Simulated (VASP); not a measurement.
An input for Ansatz (written as the equivalent of a VASP run, and not itself run):

Ansatz 0.2 input:
```yaml
crystal:
  lattice:
    - [0.0000000, 3.0535600, 3.0535600]
    - [3.0535600, 0.0000000, 3.0535600]
    - [3.0535600, 3.0535600, 0.0000000]
  atoms:
    - { symbol: In, position: [0.7500000, 0.7500000, 0.7500000] }
    - { symbol: As, position: [0.0000000, 0.0000000, 0.0000000] }
kpoints:
  mp_grid: { grid: [7, 7, 7] }
hamiltonian:
  xc: r2scan
  pseudopotentials: { kind: paw }
scf:
  occupations: { method: gaussian, width: 0.05 }
  max_iter: 100
relax:
  max_steps: 60
  f_tol: 0.01
  cell: {}
output: { forces: true, stress: true, eigenvalues: true }
```

Problem. Translate this input to VASP (INCAR, KPOINTS, POSCAR, choice of POTCAR).

Solution. Several could match; the one computed here: 
File POSCAR:
```
InAs
1
    0.0000000000     3.0535600000     3.0535600000
    3.0535600000     0.0000000000     3.0535600000
    3.0535600000     3.0535600000     0.0000000000
In As
1 1
Direct
  0.7500000000   0.7500000000   0.7500000000
  0.0000000000   0.0000000000   0.0000000000
```

**KPOINTS**
```
kpoints
0
G
  7 7 7
0 0 0
```

### INCAR
```
SYSTEM = InAs
LASPH = .TRUE.   ! aspherical one-centre terms
EDIFFG = -0.01   ! ionic stop
ALGO = Normal
LCHARG = .FALSE.
EDIFF = 1E-6   ! SCF stop (eV)
ISMEAR = 0
LREAL = .FALSE.
ISIF = 3
LMAXMIX = 4   ! l cut-off of mixed one-centre charges
METAGGA = R2SCAN
LMIXTAU = .TRUE.
LWAVE = .FALSE.
NSW = 60   ! most ionic steps
PREC = Accurate
ENCUT = 400   ! plane-wave cut-off (eV)
SIGMA = 0.05   ! width (eV)
NELM = 100   ! most electronic steps
IBRION = 2   ! conjugate gradients
```

POTCAR, in this order: In_d As (PBE.64 set). Program: vasp_std.

Limits of the translation: each code has its own PAW files, so the cut-off isn't converted (ENCUT is set for VASP's; basis.ecutwfc is left out, and Ansatz then takes the one that its files recommend); Ansatz stops its SCF on the density residual and VASP on the energy change (EDIFF).

The structure comes from a computed database's InAs entry (F-43m); how it stands against other phases isn't given here. The cell was not relaxed at this level. The start is the result of an earlier pass.
